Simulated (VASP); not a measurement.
AlAs (zinc blende), at 1.04 of the tabulated volume:

```
CELL_PARAMETERS angstrom
      0.00000     2.86724     2.86724
      2.86724     0.00000     2.86724
      2.86724     2.86724     0.00000
ATOMIC_POSITIONS crystal
  Al 0.00000 0.00000 0.00000
  As 0.25000 0.25000 0.25000
```

The lowest empty band near X, direction across the valley's axis, from PBE with spin-orbit coupling in VASP (PAW); its two spin partners are averaged. The gap over the points computed is 1.40 eV, and the next band on that side lies 0.79 eV away at the edge.

Numerical set-up: 400 eV cut-off, 9×9×9 Γ-centred mesh, Gaussian smearing of 0.050 eV, potentials Al As.

| distance from the edge in k (1/Å) | distance in energy (meV) |
|---|---|
| 0.018 | 5.0 |
| 0.025 | 9.7 |
| 0.035 | 19.1 |
| 0.050 | 38.9 |
| 0.070 | 75.8 |

### Question
Fit E(1 + αE) = ħ²k²/2m* (ħ²/2m0 = 3.810 eV Å²) and predict the row at 0.095 1/Å.

### Answer
The rows don't resolve α, so a parabola serves: the electron mass is m* = 0.246 m0, and so 139.8 meV. The run gave 138.4 meV, -1.4 meV from the fit.

Left out are points under 3 meV from the edge, since the levels carry 0.1 meV, and points farther than half the way to the next band.

The compound is AlAs in the zinc blende structure. The cell was not relaxed at this level.
